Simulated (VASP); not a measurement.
An input for Ansatz (written as the equivalent of a VASP run, and not itself run):

Ansatz 0.2 input:
```yaml
crystal:
  lattice:
    - [4.3272580, 0.0000000, 0.0000000]
    - [0.0000000, 4.3272580, 0.0000000]
    - [0.0000000, 0.0000000, 3.1222043]
  atoms:
    - { symbol: Ir, position: [0.0000000, 0.0000000, 0.0000000] }
    - { symbol: Ir, position: [0.5000000, 0.5000000, 0.5000000] }
    - { symbol: O, position: [0.3103028, 0.3103028, 0.0000000] }
    - { symbol: O, position: [0.8103028, 0.1896972, 0.5000000] }
    - { symbol: O, position: [0.1896972, 0.8103028, 0.5000000] }
    - { symbol: O, position: [0.6896972, 0.6896972, 0.0000000] }
kpoints:
  mp_grid: { grid: [7, 7, 10] }
hamiltonian:
  xc: pbesol
  pseudopotentials: { kind: paw }
scf:
  occupations: { method: methfessel_paxton, width: 0.1 }
  max_iter: 100
relax:
  max_steps: 40
  f_tol: 0.02
  cell: { p_target: 45 }
output: { forces: true, stress: true, eigenvalues: true }
```

**Question.** Write the VASP files for the same calculation (PBEsol).

**Answer.** This is not unique; one that fits is 
### POSCAR
```
IrO2
1
    4.3272580107     0.0000000000     0.0000000000
    0.0000000000     4.3272580107     0.0000000000
    0.0000000000     0.0000000000     3.1222042612
Ir O
2 4
Direct
  0.0000000000   0.0000000000   0.0000000000
  0.5000000000   0.5000000000   0.5000000000
  0.3103028080   0.3103028080   0.0000000000
  0.8103028080   0.1896971920   0.5000000000
  0.1896971920   0.8103028080   0.5000000000
  0.6896971920   0.6896971920   0.0000000000
```

INCAR:
```
! general
SYSTEM =IrO2
PREC   =Accurate
ENCUT  =620   ! plane-wave cut-off (eV)
LREAL  =.FALSE.   ! projection in real space or not
LASPH  =.TRUE.   ! aspherical one-centre terms

! electronic loop
EDIFF  =1E-6
NELM   =100   ! most electronic steps
ALGO   =Normal   ! blocked Davidson
LMAXMIX=6   ! l cut-off of mixed one-centre charges

! smearing
ISMEAR =1
SIGMA  =0.1   ! width (eV)

! functional
GGA    =PS

! ions
IBRION =2   ! conjugate gradients
NSW    =40   ! most ionic steps
ISIF   =3   ! ions, shape and volume
EDIFFG =-0.02
PSTRESS=450

! output
LWAVE  =.FALSE.
LCHARG =.FALSE.
```

**KPOINTS**
```
Automatic mesh
0
Gamma
7 7 10
0 0 0
```

POTCAR, in this order: Ir O (PBE.64 set). Program: vasp_std.

The two are equivalent in intent, not identical: each code has its own PAW files, so the cut-off isn't converted (ENCUT is set for VASP's; basis.ecutwfc is left out, and Ansatz then takes the one that its files recommend); Ansatz stops its SCF on the density residual and VASP on the energy change (EDIFF).

The compound is IrO2 in the rutile structure. This run relaxes it under an external pressure of 45 GPa. Symmetry was kept, so distortions that lower it aren't found.
